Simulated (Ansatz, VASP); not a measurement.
# Cross-check of SnTeS (1T-SnSTe monolayer) between VASP and Ansatz, part 2 of 2

Aim: how closely do two programs agree when they are given the same cell, functional and k mesh? Of the first pair: The structure shown is the start of the Ansatz relaxation below; VASP solves that cell, so the two are compared at the walk's first step.

VASP 6.6.1 and Ansatz 0.2.0.

So far: Starting point; Ansatz: relaxation, PBE; VASP: single point, PBE, start cell, pair 1.

### Step 4. Differences

Known differences besides the potentials themselves: Ansatz cuts the interaction across the vacuum, VASP repeats the sheet with a dipole correction; the data sets hold 36 valence electrons in Ansatz (on its default PAW (the set named soft_2) files) and 26 in VASP; the cutoff is 420 eV in Ansatz and 400 eV in VASP. Total energies have different zeros and are not compared.

Forces (eV/Å; atoms numbered as in POSCAR):

| atom | Ansatz x, y, z | VASP x, y, z |
| --- | --- | --- |
| Te1 | 0.000, 0.000, -4.915 | 0.000, 0.000, -4.936 |
| Sn2 | 0.000, 0.000, -0.746 | 0.000, 0.000, -0.713 |
| S3 | 0.000, 0.000, 5.661 | 0.000, 0.000, 5.649 |

The forces differ by 14 meV/Å r.m.s., which is 0.5 % of the r.m.s. force of 2.512 eV/Å (both taken over all components). With vacuum in the cell, a pressure given here is an average over mostly empty space and none of the material.

### Step 5. Ansatz: relaxation, PBE

This run makes the geometry at which the two programs are then compared.

The structure compared here is the end of the Ansatz relaxation.

The input, input.yaml:

```yaml
crystal:
  lattice:
    - [3.7422765, 0.0, 0.0]
    - [-1.87113825, 3.240906517, 0.0]
    - [0.0, 0.0, 18.4305228466]
  atoms:
    - { symbol: Te, position: [0.6666666667, 0.3333333333, 0.4340625639] }
    - { symbol: Sn, position: [0.0, 0.0, 0.5174077663] }
    - { symbol: S, position: [0.3333333333, 0.6666666667, 0.5659374361] }
  periodic: [true, true, false]
kpoints:
  mp_grid: { grid: [9, 9, 1] }
hamiltonian:
  xc: pbe
scf:
  occupations: { method: fermi_dirac, width: 0.05 }
relax:
  f_tol: 0.01
  max_steps: 90
  cell: {}
```

Run with:

```sh
ansatz run input.yaml --threads 4 --pin off --max-ram 8192MiB --backend cpu --events-out ev --progress --plain --runs-dir out
```

Numbers of over 12 decimals in the logs are rounded to 6 here.

The program printed:

```text
[...]
Crystal: 3 atoms, lattice volume = 347.612 Å³
Basis set: ecut = 420 eV, 6827 PW (Γ), exchange–correlation on 54×54×384 points (8 copies of the dense FFT grid, shifted against one another)
Bands: 22, of which v1, the nominal top of the filled ones, is band 18 counted from 1 (17 counted from 0)
Symmetry: 6 space group operations
[...]
P = ½ c Tr σ = -0.0200 N/m
--- Relaxed structure (9 steps of the walk, 9 accepted, 1 SCFs on fresh bases) ---
[...]
cell:  # Å, volume = 375.7849 Å³
    - [3.890974, 5.502918280364947e-18, 0]
    - [-1.945487, 3.369682, 0]
    - [0, 0, 28.661046]
  atoms:
    - { symbol: Te, position: [0.666667, 0.333333, 0.264467] }
    - { symbol: Sn, position: [-1.5769216045026006e-18, 0, 0.330865] }
    - { symbol: S, position: [0.333333, 0.666667, 0.380438] }
[key lines of the parts left out:]
SCF converged after 7 iterations
Free energy (F): -13906.681699 eV
Fermi energy:    -5.163688 eV
```

### Step 6. VASP: single point, PBE, relaxed cell, pair 2

The same cell, functional, mesh and smearing now go to VASP, with its own data sets.

The input, INCAR:

```
SYSTEM = SnTeS
PREC = Accurate
ENCUT = 400
EDIFF = 1E-06
NELM = 120
ISMEAR = -1
SIGMA = 0.05
LREAL = .FALSE.
ALGO = Normal
GGA = PE
NBANDS = 19
LORBIT = 11
LWAVE = .FALSE.
LCHARG = .FALSE.
ISIF = 2
LDIPOL = .TRUE.
IDIPOL = 3
DIPOL = 0.5 0.5 0.325
LVHAR = .TRUE.
LASPH = .TRUE.
GGA_COMPAT = .FALSE.
NELMDL = -8
```

The input, POSCAR:

```
SnTeS
1.0
    3.8909741443      0.0000000000      0.0000000000
   -1.9454870722      3.3696824544      0.0000000000
    0.0000000000      0.0000000000     28.6610456899
Te Sn S
1 1 1
Direct
    0.6666666667      0.3333333333      0.2644674732
    0.0000000000      1.0000000000      0.3308651675
    0.3333333334      0.6666666666      0.3804384043
```

The input, KPOINTS:

```
Automatic mesh
0
Gamma
9 9 1
0 0 0
```

PAW data sets: Te, Sn_d and S (PBE family, release 64).

Run with:

```sh
mpirun -np 1 vasp_std
```

The program printed:

```text
[... set-up lines as in an earlier step ...]
 entering main loop
       N       E                     dE             d eps       ncg     rms          rms(c)
DAV:   1     0.157644544997E+03    0.15764E+03   -0.93111E+03   552   0.837E+02
DAV:   2     0.573850774048E+01   -0.15191E+03   -0.14795E+03   602   0.208E+02
DAV:   3    -0.114207026863E+02   -0.17159E+02   -0.17099E+02   602   0.801E+01
DAV:   4    -0.118680749882E+02   -0.44737E+00   -0.44676E+00   646   0.158E+01
[...]
DAV:  24    -0.115468183602E+02   -0.51488E-05   -0.17661E-07   505   0.249E-03    0.861E-04
DAV:  25    -0.115468208026E+02   -0.24424E-05   -0.41041E-08   488   0.797E-04    0.131E-03
DAV:  26    -0.115468217590E+02   -0.95639E-06   -0.90641E-09   447   0.421E-04
   1 F= -.11546822E+02 E0= -.11543379E+02  d E =-.688562E-02
```

From OUTCAR (step 6):

```text
  Total       -0.0450695     -0.0450695     -0.0044137      0.0000000      0.0000000     -0.0000000
  in kB       -0.1921562     -0.1921562     -0.0188181      0.0000000      0.0000000     -0.0000000
  external PRESSURE =      -0.1343768 kB  Pullay stress =       0.0000000 kB

 POSITION                                       TOTAL-FORCE (eV/Angst)
 -----------------------------------------------------------------------------------
      1.94549      1.12323      7.57991        -0.000000     -0.000000     -0.007403
      0.00000      0.00000      9.48294         0.000000     -0.000000      0.004988
      0.00000      2.24645     10.90376        -0.000000      0.000000      0.002415
 -----------------------------------------------------------------------------------
    total drift:                               -0.000000     -0.000000     -0.000190

  FREE ENERGIE OF THE ION-ELECTRON SYSTEM (eV)
  ---------------------------------------------------
  free  energy   TOTEN  =       -11.5468217590 eV

  energy  without entropy=      -11.5399361373  energy(sigma->0) =      -11.54337895

[... 1 part as in an earlier step ...]

[... 2 further parts left out ...]
[key lines of the parts left out:]
E-fermi :  -2.7326
```

### Step 7. Differences

What differs besides the data sets and the points named for the pairs above, as far as they apply: the data sets hold 36 valence electrons in Ansatz (on its default PAW (the set named soft_2) files) and 26 in VASP. Total energies have different zeros and are not compared.

At this near-relaxed geometry the largest component of a force difference is 8 meV/Å. With vacuum in the cell, a pressure given here is an average over mostly empty space and none of the material.

### Step 8. Outcome

```json
{
 "r.m.s. force difference (single point, PBE, start cell, pair 1)": "0.55 % of the r.m.s. force",
 "r.m.s. force difference (single point, PBE, relaxed cell, pair 2)": "3.5 meV/Å"
}
```

What this shows: The r.m.s. force difference is 3.5 meV/Å (single point, PBE, relaxed cell, pair 2), within the 12 meV/Å picked in this series as the mark of a large difference. The data sets hold unlike numbers of valence electrons (36 in Ansatz and 26 in VASP), so part of the differences comes from the potentials. Such differences can come from data sets, numerical settings and the points named under the comparisons, not from the functional's error against experiment.

[Lines on the potential files, build, host, timing and source positions are cut from VASP's logs without a mark.]

[Logs are printed without paths, hosts, clocks, repeated set-up lines and the standing remarks that a program may print on its own settings, such as how far it seeks lower states.]

[Hosts, paths, dates, database ids (printed as entryN), source tags and the programs' standing remarks are cut or masked in the printed files.]
